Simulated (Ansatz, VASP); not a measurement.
# SrCl2 in two plane-wave programs, part 3 of 3

Aim: how closely do two programs agree when they are given the same cell, functional and k mesh? The cell is taken from a series of runs on this material, whose earlier steps may have relaxed, scaled, displaced or heated it; both programs get it as it stands.

VASP 6.6.1 and Ansatz 0.2.0.

So far: The starting structure; Ansatz: zone-centre phonons, PBE; VASP: zone-centre phonons, PBE.

## Step 3: VASP: zone-centre phonons, PBE (continued)

Level of this step: PBE; plane waves and PAW (Sr_sv, Cl) (VASP).

Numbers of over 12 decimals in the logs are rounded to 6 here.

From OUTCAR (step 3):

```text
ion  position               nearest neighbor table
   1  0.000  0.000  0.000-   3 3.10   2 3.10   3 3.10   2 3.10   3 3.10   3 3.10   2 3.10   2 3.10

  LATTYP: Found a face centered cubic cell.
 ALAT       =     7.1564057100

 Subroutine GETGRP returns: Found 48 space group operations
 (whereof 48 operations were pure point group operations)

The static configuration has the point symmetry O_h .

 Found     16 irreducible k-points:

   k-points           NKPTS =     16   k-points in BZ     NKDIM =     16   number of bands    NBANDS=     18

   dimension x,y,z NGX =    40 NGY =   40 NGZ =   40
   dimension x,y,z NGXF=    80 NGYF=   80 NGZF=   80

   ENCUT  =  500.0 eV  36.75 Ry    6.06 a.u.   9.23  9.23  9.23*2*pi/ulx,y,z

   NELECT =      24.0000    total number of electrons

 k-points in reciprocal lattice and weights: Automatic mesh
   0.00000000  0.00000000  0.00000000       0.005
   0.16666667  0.00000000  0.00000000       0.037
   0.33333333  0.00000000  0.00000000       0.037
   0.50000000  0.00000000  0.00000000       0.019
   0.16666667  0.16666667  0.00000000       0.028
   0.33333333  0.16666667  0.00000000       0.111
   0.50000000  0.16666667  0.00000000       0.111
  -0.33333333  0.16666667  0.00000000       0.111
  -0.16666667  0.16666667  0.00000000       0.056
[...]
-0.33333333  0.33333333  0.16666667       0.111
  -0.33333333  0.50000000  0.16666667       0.056

 average (electrostatic) potential at core
       1 -39.5195       2 -93.5084       3 -93.5084

  Total       -0.8177583     -0.8177583     -0.8177583      0.0000000      0.0000000     -0.0000000
  in kB      -14.2991650    -14.2991650    -14.2991650      0.0000000      0.0000000     -0.0000000
  external PRESSURE =     -14.2991650 kB  Pullay stress =       0.0000000 kB

  energy-cutoff  :      500.00
  volume of cell :       91.63
      direct lattice vectors                 reciprocal lattice vectors
     0.000000000  3.578202855  3.578202855    -0.139734951  0.139734951  0.139734951
     3.578202855  0.000000000  3.578202855     0.139734951 -0.139734951  0.139734951
     3.578202855  3.578202855  0.000000000     0.139734951  0.139734951 -0.139734951

 POSITION                                       TOTAL-FORCE (eV/Angst)
 -----------------------------------------------------------------------------------
      0.00000      0.00000      0.00000        -0.000000     -0.000000     -0.000000
      1.78910      1.78910      1.78910         0.000000     -0.000000      0.000000
      5.36730      5.36730      5.36730        -0.000000      0.000000     -0.000000
 -----------------------------------------------------------------------------------
    total drift:                               -0.000000     -0.000000      0.000000

 MACROSCOPIC STATIC DIELECTRIC TENSOR (including local field effects in DFT)
 ------------------------------------------------------
           2.819235     0.000000    -0.000000
           0.000000     2.819235     0.000000
          -0.000000    -0.000000     2.819235
 ------------------------------------------------------

 PIEZOELECTRIC TENSOR (including local field effects)  for field in x, y, z        (C/m^2)
          XX          YY          ZZ          XY          YZ          ZX
  --------------------------------------------------------------------------------
  x     0.00000     0.00000     0.00000     0.00000     0.00000     0.00000
  y     0.00000     0.00000     0.00000     0.00000     0.00000     0.00000
  z     0.00000     0.00000     0.00000     0.00000     0.00000     0.00000

 BORN EFFECTIVE CHARGES (including local field effects) (in |e|, cummulative output)
 ---------------------------------------------------------------------------------
 ion    1
    1     2.50079     0.00000     0.00000
    2     0.00000     2.50079     0.00000
    3     0.00000     0.00000     2.50079
 ion    2
    1    -1.25039     0.00000     0.00000
    2     0.00000    -1.25039     0.00000
    3     0.00000     0.00000    -1.25039
 ion    3
    1    -1.25039     0.00000     0.00000
    2     0.00000    -1.25039     0.00000
    3     0.00000     0.00000    -1.25039

 Eigenvectors and eigenvalues of the dynamical matrix
 ----------------------------------------------------

   1 f  =    4.732909 THz    29.737742 2PiTHz  157.872838 cm-1    19.573728 meV
             X         Y         Z           dx          dy          dz
      0.000000  0.000000  0.000000    -0.000000   -0.000000   -0.000000
      1.789101  1.789101  1.789101     0.703264   -0.073619    0.000000
      5.367304  5.367304  5.367304    -0.703264    0.073619    0.000000

   2 f  =    4.732909 THz    29.737742 2PiTHz  157.872838 cm-1    19.573728 meV
             X         Y         Z           dx          dy          dz
      0.000000  0.000000  0.000000    -0.000000   -0.000000    0.000000
      1.789101  1.789101  1.789101     0.073619    0.703264   -0.000000
      5.367304  5.367304  5.367304    -0.073619   -0.703264    0.000000

   3 f  =    4.732909 THz    29.737742 2PiTHz  157.872838 cm-1    19.573728 meV
             X         Y         Z           dx          dy          dz
      0.000000  0.000000  0.000000    -0.000000   -0.000000   -0.000000
      1.789101  1.789101  1.789101    -0.000000   -0.000000   -0.707107
      5.367304  5.367304  5.367304     0.000000    0.000000    0.707107

   4 f  =    3.283546 THz    20.631130 2PiTHz  109.527316 cm-1    13.579650 meV
             X         Y         Z           dx          dy          dz
      0.000000  0.000000  0.000000     0.655829    0.132696    0.001795
      1.789101  1.789101  1.789101    -0.515050   -0.104212   -0.001410
      5.367304  5.367304  5.367304    -0.515050   -0.104212   -0.001410

   5 f  =    3.283546 THz    20.631130 2PiTHz  109.527316 cm-1    13.579650 meV
             X         Y         Z           dx          dy          dz
      0.000000  0.000000  0.000000     0.131406   -0.650597    0.084732
      1.789101  1.789101  1.789101    -0.103198    0.510941   -0.066543
      5.367304  5.367304  5.367304    -0.103198    0.510941   -0.066543

   6 f  =    3.283546 THz    20.631130 2PiTHz  109.527316 cm-1    13.579650 meV
             X         Y         Z           dx          dy          dz
      0.000000  0.000000  0.000000     0.018549   -0.082696   -0.663733
      1.789101  1.789101  1.789101    -0.014567    0.064945    0.521256
      5.367304  5.367304  5.367304    -0.014567    0.064945    0.521256

   7 f/i=    0.001455 THz     0.009141 2PiTHz    0.048529 cm-1     0.006017 meV
             X         Y         Z           dx          dy          dz
      0.000000  0.000000  0.000000     0.006132   -0.056454    0.740980
      1.789101  1.789101  1.789101     0.003904   -0.035943    0.471757
      5.367304  5.367304  5.367304     0.003904   -0.035943    0.471757

   8 f/i=    0.001455 THz     0.009141 2PiTHz    0.048529 cm-1     0.006017 meV
             X         Y         Z           dx          dy          dz
      0.000000  0.000000  0.000000     0.722020    0.175808    0.007420
      1.789101  1.789101  1.789101     0.459686    0.111931    0.004724
      5.367304  5.367304  5.367304     0.459686    0.111931    0.004724

   9 f/i=    0.001455 THz     0.009141 2PiTHz    0.048529 cm-1     0.006017 meV
             X         Y         Z           dx          dy          dz
      0.000000  0.000000  0.000000    -0.175858    0.719848    0.056300
      1.789101  1.789101  1.789101    -0.111963    0.458303    0.035844
      5.367304  5.367304  5.367304    -0.111963    0.458303    0.035844

 MACROSCOPIC STATIC DIELECTRIC TENSOR IONIC CONTRIBUTION
 ------------------------------------------------------
           7.140931     0.000000     0.000000
           0.000000     7.140931    -0.000000
           0.000000    -0.000000     7.140931
 ------------------------------------------------------

 ELASTIC MODULI CONTR FROM IONIC RELAXATION (kBar)
 Direction    XX          YY          ZZ          XY          YZ          ZX
 --------------------------------------------------------------------------------
 XX           0.0000      0.0000      0.0000      0.0000      0.0000      0.0000
 YY           0.0000      0.0000      0.0000      0.0000      0.0000      0.0000
 ZZ           0.0000      0.0000      0.0000      0.0000      0.0000      0.0000
 XY           0.0000      0.0000      0.0000    -17.9285      0.0000      0.0000
 YZ           0.0000      0.0000      0.0000      0.0000    -17.9285      0.0000
 ZX           0.0000      0.0000      0.0000      0.0000      0.0000    -17.9285
 --------------------------------------------------------------------------------

 PIEZOELECTRIC TENSOR IONIC CONTR  for field in x, y, z        (C/m^2)
          XX          YY          ZZ          XY          YZ          ZX
  --------------------------------------------------------------------------------
  x     0.00000     0.00000     0.00000     0.00000     0.00000    -0.00000
  y     0.00000     0.00000     0.00000     0.00000    -0.00000     0.00000
  z     0.00000     0.00000     0.00000     0.00000    -0.00000     0.00000
```

## Step 4: Side by side

Known differences besides the potentials themselves: fixed occupations in Ansatz, narrow Gaussian smearing in VASP; VASP's run holds the zone centre alone; the cutoff is 420 eV in Ansatz and 500 eV in VASP. Total energies have different zeros and are not compared.

Both answers:

| quantity | Ansatz | VASP | difference |
| --- | --- | --- | --- |
| ε∞ xx | 2.81 | 2.82 | -0.22 % |
| ε∞ yy | 2.81 | 2.82 | -0.22 % |
| ε∞ zz | 2.81 | 2.82 | -0.22 % |
| Born charge of Sr1 (mean of the diagonal) (e) | 2.50 | 2.50 | 0.00 |
| Born charge of Cl2 (mean of the diagonal) (e) | -1.25 | -1.25 | 0.00 |
| optical mode 1 to 3 (cm⁻¹) | 107.8 | 109.5 | -1.55 % |
| optical mode 4 to 6 (cm⁻¹) | 157.2 | 157.9 | -0.45 % |

Modes are paired by rising frequency, not by their patterns, so a pair may set unlike modes beside each other; they are those without the splitting of longitudinal modes.

## Step 5: Results

| Item | Value |
| --- | --- |
| r.m.s. difference of the optical zone-centre modes, each program's sorted by frequency (zone-centre phonons, PBE) | 1.3 cm⁻¹ |
| difference in optical mode 1 to 3 (zone-centre phonons, PBE) | -1.5 % |

What this shows: The r.m.s. difference of the optical zone-centre modes, each program's sorted by frequency is 1.3 cm⁻¹ (zone-centre phonons, PBE). Among the rows given in per cent, the largest difference of the zone-centre phonons, PBE pair is in optical mode 1 to 3, -1.5 %. How closely two codes agree says nothing of how well the functional describes the real material.

[Lines on the potential files, build, host, timing and source positions are cut from VASP's logs without a mark.]

[Logs are printed without paths, hosts, clocks, repeated set-up lines and the standing remarks that a program may print on its own settings, such as how far it seeks lower states.]

[Hosts, paths, dates, database ids (printed as entryN), source tags and the programs' standing remarks are cut or masked in the printed files.]
